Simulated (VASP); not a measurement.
These are optB88-vdW, VASP's PBE PAW potentials (set 64) (plane waves; VASP) values and carry that method's errors.

VASP ran on this input.

INCAR:
```
SYSTEM = Si
PREC = Accurate
ENCUT = 520
EDIFF = 1E-6
NELM = 100
ALGO = Normal
LREAL = .FALSE.
LASPH = .TRUE.
ISMEAR = 0
SIGMA = 0.05
GGA = BO
PARAM1 = 0.1833333333
PARAM2 = 0.22
LUSE_VDW = .TRUE.
AGGAC = 0.0
LWAVE = .FALSE.
LCHARG = .FALSE.
IBRION = 2
ISIF = 3
NSW = 60
EDIFFG = -0.01
```

File POSCAR:
```
Si
1.0
  0.0000000000   2.7344950546   2.7344950546
  2.7344950546   0.0000000000   2.7344950546
  2.7344950546   2.7344950546   0.0000000000
Si
2
direct
  0.0000000000   0.0000000000   0.0000000000
  0.2500000000   0.2500000000   0.2500000000
```

File KPOINTS:
```
Automatic mesh
0
Gamma
8 8 8
0 0 0
```

POTCAR, in this order: Si (PBE.64 set). Program: vasp_std.

Problem. Predict the energy per atom (σ→0).

Solution. 
| Property | Value |
|---|---|
| energy per atom (σ→0) | -402.6 kJ/mol of atoms |

### OSZICAR
```
...
DAV:   5    -0.848017280506E+01   -0.18563E-05   -0.18563E-05   576   0.315E-02    0.400E+00
DAV:   6    -0.838713113260E+01    0.93042E-01   -0.99814E-02   552   0.175E+00    0.252E+00
DAV:   7    -0.834391857844E+01    0.43213E-01   -0.22335E-01   576   0.258E+00    0.272E-01
DAV:   8    -0.834439882290E+01   -0.48024E-03   -0.67338E-03   568   0.567E-01    0.806E-02
DAV:   9    -0.834432338123E+01    0.75442E-04   -0.48907E-04   600   0.141E-01    0.453E-02
DAV:  10    -0.834434150844E+01   -0.18127E-04   -0.36745E-05   592   0.563E-02    0.278E-02
DAV:  11    -0.834434117888E+01    0.32956E-06   -0.77675E-07   640   0.839E-03
   1 F= -.83443412E+01 E0= -.83443412E+01  d E =-.834434E+01
```

The compound is Si in the diamond structure. It was relaxed first. The start is the result of an earlier pass.
